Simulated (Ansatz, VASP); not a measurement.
# Al34Ga20O81 (amorphous 37Ga2O3-63Al2O3 (mol %)): VASP beside Ansatz, part 2 of 2

Wanted: the spread between two codes on one cell, functional and k mesh. Of the first pair: The structure shown is the start of the Ansatz relaxation below; VASP solves that cell, so the two are compared at the walk's first step.

VASP 6.6.1 and Ansatz 0.2.0.

So far. Step 3 (VASP: single point, revPBE, start cell, pair 1): The run ends at a pressure of 10.86 GPa, with forces up to 2.3 eV/Å.

### Step 6. VASP: single point, revPBE, relaxed cell, pair 2

Level of this step: revPBE; plane waves and PAW (Ga_d, Al, O) (VASP).

The same cell, functional and mesh now go to VASP, with its own data sets.

Contents of INCAR:

```
SYSTEM = Al34Ga20O81
PREC = Accurate
ENCUT = 520
EDIFF = 1E-06
NELM = 120
ISMEAR = 0
SIGMA = 0.01
LREAL = Auto
ALGO = Normal
GGA = RE
NBANDS = 518
LORBIT = 11
LWAVE = .FALSE.
LCHARG = .FALSE.
ISIF = 2
LASPH = .TRUE.
GGA_COMPAT = .FALSE.
EFERMI = MIDGAP
```

Contents of POSCAR:

```
Al34Ga20O81
1.0
   11.0522700000      0.0000000000      0.0000000000
    0.0000000000     11.0522700000      0.0000000000
    0.0000000000      0.0000000000     11.0522700000
Ga Al O
20 34 81
Direct
    0.6827500000      0.8299600000      0.4720800000
    0.2443800000      0.6241200000      0.3597800000
    0.3218900000      0.2205700000      0.3823700000
    0.5708900000      0.5982300000      0.8221500000
    0.0920600000      0.4127200000      0.6923600000
    0.8439400000      0.4206800000      0.8402000000
    0.2270700000      0.7780000000      0.1389000000
    0.5314000000      0.8951400000      0.7709800000
    0.7458900000      0.5237000000      0.3199800000
    0.4502900000      0.5811700000      0.0877200000
    0.1507500000      0.4631400000      0.1600100000
    0.3768600000      0.7782600000      0.5154000000
    0.3791100000      0.5178100000      0.6253700000
    0.8758800000      0.1385700000      0.0017900000
    0.4708100000      0.8562500000      0.0563300000
    0.9582100000      0.6462300000      0.2062200000
    0.8649200000      0.7116100000      0.7383000000
    0.7221200000      0.9403400000      0.9465400000
    0.3092200000      0.4309400000      0.8798200000
    0.3429200000      0.2488000000      0.0983600000
    0.9525200000      0.8229500000      0.0031400000
    0.1424900000      0.8844000000      0.4712800000
    0.8543500000      0.3806300000      0.1302300000
    0.0760600000      0.5876000000      0.9173400000
    0.3262400000      0.7296200000      0.8547100000
    0.4316200000      0.2884400000      0.5963500000
    0.2020600000      0.9875000000      0.9969700000
    0.7467400000      0.0193500000      0.6582400000
    0.0228200000      0.9413200000      0.2202700000
    0.6592400000      0.5950000000      0.5490900000
[... 99 atom lines left out ...]
    0.9552100000      0.6580800000      0.0001300000
    0.2895100000      0.8979100000      0.8728300000
    0.8057700000      0.3668500000      0.2841800000
    0.2000800000      0.2728100000      0.4942700000
    0.8968300000      0.6131900000      0.3659200000
    0.5904800000      0.2894400000      0.6058000000
```

Contents of KPOINTS:

```
Automatic mesh
0
Gamma
1 1 1
0 0 0
```

Potentials, in the order of the species: Ga_d, Al and O (PBE family, release 64).

Run with:

```bash
$ export OMP_NUM_THREADS=3
$ mpirun -np 1 vasp_gam
```

Numbers of over 12 decimals in the logs are rounded to 6 here.

The program printed:

```text
[banner, memory and clock lines left out]
running    1 mpi-ranks, on    1 nodes
[...]
Offloading initialized ...    1 GPUs detected
[...]
[... a notice as in an earlier step ...]

 LDA part: xc-table for (Slater+PW92), standard interpolation
 POSCAR, INCAR and KPOINTS ok, starting setup
[...]
entering main loop
       N       E                     dE             d eps       ncg     rms          rms(c)
DAV:   1     0.224879239077E+05    0.22488E+05   -0.31486E+05  1036   0.265E+03
DAV:   2     0.512496436620E+04   -0.17363E+05   -0.16328E+05  1044   0.828E+02
DAV:   3    -0.304816544405E+03   -0.54298E+04   -0.50457E+04  1444   0.346E+02
DAV:   4    -0.967263148358E+03   -0.66245E+03   -0.65251E+03  1472   0.132E+02
[...]
DAV:  17    -0.866272036415E+03   -0.88183E-05   -0.92046E-05  1240   0.366E-02    0.605E-03
DAV:  18    -0.866272038343E+03   -0.19279E-05   -0.15972E-05  1248   0.215E-02    0.443E-03
DAV:  19    -0.866272039207E+03   -0.86461E-06   -0.98877E-06  1152   0.961E-03
   1 F= -.86627204E+03 E0= -.86627204E+03  d E =0.000000E+00
```

OUTCAR, selected parts (step 6):

```text
  Total       76.3088871    117.8585065     79.1926121     -2.6110723     -0.1961619     -6.8718057
  in kB       90.5589220    139.8675791     93.9811581     -3.0986678     -0.2327935     -8.1550569
  external PRESSURE =     108.1358864 kB  Pullay stress =       0.0000000 kB

 POSITION                                       TOTAL-FORCE (eV/Angst)
 -----------------------------------------------------------------------------------
      7.54594      9.17294      5.21756         0.003115      0.029575      0.003580
      2.70095      6.89794      3.97639        -0.003987     -0.020183      0.051412
      3.55762      2.43780      4.22606         0.012569     -0.001513      0.003055
[...]
9.12464      5.12438     11.03215        -0.007880     -0.003983      0.019778
      8.30136      8.63890      0.09848        -0.009679     -0.040866      0.024816
      5.88401      9.40084      6.04482         0.001093      0.030565     -0.002882
      4.25601      6.31759      9.15349        -0.034964      0.030422      0.001362
     10.22313      0.44950      3.41161         0.009462     -0.002025     -0.010624
      6.52869      6.11821     10.96661         0.031916     -0.029937      0.012429
      7.89419      9.61481      3.45240        -0.012321     -0.009821     -0.039545
      6.04283      6.38567      7.24399         0.041127      0.037737     -0.040927
      8.86270     10.29077      5.92954         0.006343      0.032248      0.002676
     11.01547      7.41784      7.03344         0.044432      0.003762     -0.028679
[...]
-----------------------------------------------------------------------------------
    total drift:                                0.003680      0.016386      0.037750

  FREE ENERGIE OF THE ION-ELECTRON SYSTEM (eV)
  ---------------------------------------------------
  free  energy   TOTEN  =      -866.2720392073 eV

  energy  without entropy=     -866.2720392073  energy(sigma->0) =     -866.27203921

[... 2 parts as in an earlier step ...]

[... 1 further part left out ...]
[key lines of the parts left out:]
E-fermi :   6.3595
```

The run ends at a pressure of 10.81 GPa, with forces up to 0.080 eV/Å.

### Step 7. Side by side

The two programs side by side:

```tsv
quantity	Ansatz	VASP	difference
gap on the k mesh (eV)	2.988	2.974	+0.014
```

Forces on 8 of the 135 atoms, those with the largest forces and the largest differences (eV/Å; atoms numbered as in POSCAR):

```tsv
atom	Ansatz x, y, z	VASP x, y, z
O80	0.003, 0.025, -0.010	0.041, 0.038, -0.041
O89	-0.006, 0.009, -0.013	0.035, 0.016, 0.040
O93	-0.014, 0.014, -0.001	-0.026, 0.075, 0.003
O101	0.000, -0.001, -0.016	0.023, -0.021, -0.069
O102	-0.004, -0.006, 0.024	0.010, -0.065, 0.031
O106	0.014, 0.011, -0.021	0.020, 0.057, -0.033
O111	0.021, 0.012, -0.016	0.002, -0.003, -0.070
O124	-0.006, 0.004, 0.001	-0.044, 0.035, -0.044
```

The forces differ by 21 meV/Å r.m.s., which is 91.7 % of the r.m.s. force of 0.022 eV/Å (both taken over all components). A gap on the mesh is an upper bound, since the band edges may lie between its points.

### Step 8. What came out

| Item | Value |
| --- | --- |
| r.m.s. force difference (single point, revPBE, start cell, pair 1) | 3.4 % of the r.m.s. force |
| r.m.s. force difference (single point, revPBE, relaxed cell, pair 2) | 21 meV/Å |

What this shows: The r.m.s. force difference is 21 meV/Å (single point, revPBE, relaxed cell, pair 2), beyond the 12 meV/Å picked in this series as the mark of a large difference. What causes the difference of the single point, revPBE, start cell, pair 1 pair stays open here. What causes the difference of the single point, revPBE, relaxed cell, pair 2 pair stays open here. How closely two codes agree says nothing of how well the functional describes the real material.

[Lines on the potential files, build, host, timing and source positions are cut from VASP's logs without a mark.]

[Logs are printed without paths, hosts, clocks, repeated set-up lines and the standing remarks that a program may print on its own settings, such as how far it seeks lower states.]

[Hosts, paths, dates, database ids (printed as entryN), source tags and the programs' standing remarks are cut or masked in the printed files.]
